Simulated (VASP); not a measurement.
## TaO2: single point with LDA

TaO2:

```
Ta O
1.0
     5.00715    0.00000    0.00000
     0.00000    5.00715    0.00000
     0.00000    0.00000    2.87610
Ta O
2 4
Direct
  0.00000 0.00000 0.50000
  0.50000 0.50000 0.00000
  0.71472 0.28528 0.50000
  0.28528 0.71472 0.50000
  0.21472 0.21472 0.00000
  0.78528 0.78528 0.00000
```

The cell comes from a database or a generator and needn't be the stable form of this composition.

```
Program                : VASP 6.6.1
Task                   : single point
Functional             : LDA
Potentials or basis    : VASP PAW LDA potentials, release 64 (Ta_pv, O)
Cutoff                 : 520 eV
k mesh                 : 5 × 5 × 8
Occupations            : methfessel-paxton, width 0.1 eV
Spin                   : no spin polarisation
Dipole correction      : no
Further INCAR settings : ALGO = Normal; EDIFF = 1e-06; NBANDS = 32
```

- Pressure: -12.9 GPa
- Largest force: 0.240 eV/Å
- Band gap on the k mesh: none (metal or under the smearing width)

Forces on the atoms (eV/Å):
```
Ta   0.000  0.000  0.000
Ta   0.000  0.000  0.000
O   -0.170  0.170  0.000
O    0.170 -0.170  0.000
O   -0.170 -0.170  0.000
O    0.170  0.170  0.000
```

Stress tensor (GPa, compression positive):
```
-12.74   0.00   0.00
  0.00 -12.74   0.00
  0.00   0.00 -13.24
```

Levels at points of the mesh, in eV from the Fermi level:
```tsv
k point	band 20	band 21	band 22	band 23	band 24	band 25	band 26	band 27
(0.00, 0.00, 0.00)	-3.82	-3.54	-3.02	-1.75	-1.36	0.39	1.67	1.67
(0.00, 0.00, 0.50)	-5.26	-4.27	-4.27	1.11	1.11	1.55	1.55	4.16
```

Wall time 55 s on 1 thread of Intel(R) Xeon(R) Platinum 8488C (Sapphire Rapids) (shared host), peak memory 0.19 GiB.

Spin-orbit coupling is left out, which matters for the levels of Ta.
